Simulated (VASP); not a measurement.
Data:

```yaml
crystal:
  lattice:
    - [1.59170, -2.75691, 0.00000]
    - [1.59170, 2.75691, 0.00000]
    - [0.00000, 0.00000, 5.12666]
  atoms:
    - { symbol: Zr, position: [0.33333, 0.66667, 0.25000] }
    - { symbol: Zr, position: [0.66667, 0.33333, 0.75000] }
```

Computed with AM05 GGA, VASP's PBE PAW potentials (set 64) (plane waves; VASP). Settings: 520 eV cut-off, Gaussian smearing of 0.050 eV, potentials Zr_sv.

Give the energies of bands 9 to 15 at the high-symmetry points, in eV from the Fermi level.

```json
[
 {"band": "9", "Γ": "-5.77", "M": "-2.72", "K": "-2.24", "A": "-4.04", "L": "-3.02", "H": "-1.54"},
 {"band": "10", "Γ": "-3.17", "M": "-2.59", "K": "-1.36", "A": "-4.04", "L": "-3.02", "H": "-1.54"},
 {"band": "11", "Γ": "0.86", "M": "-2.30", "K": "-1.36", "A": "-0.04", "L": "-1.18", "H": "-1.35"},
 {"band": "12", "Γ": "0.86", "M": "-0.15", "K": "-1.17", "A": "-0.04", "L": "-1.18", "H": "-1.35"},
 {"band": "13", "Γ": "0.91", "M": "0.56", "K": "0.21", "A": "0.78", "L": "1.72", "H": "-0.02"},
 {"band": "14", "Γ": "1.16", "M": "0.72", "K": "0.21", "A": "0.78", "L": "1.72", "H": "-0.02"},
 {"band": "15", "Γ": "1.57", "M": "1.44", "K": "1.79", "A": "0.78", "L": "2.29", "H": "2.04"}
]
```

It has no gap at this level: it comes out as a metal or semimetal.

The compound is Zr in the hcp structure. It was relaxed first.
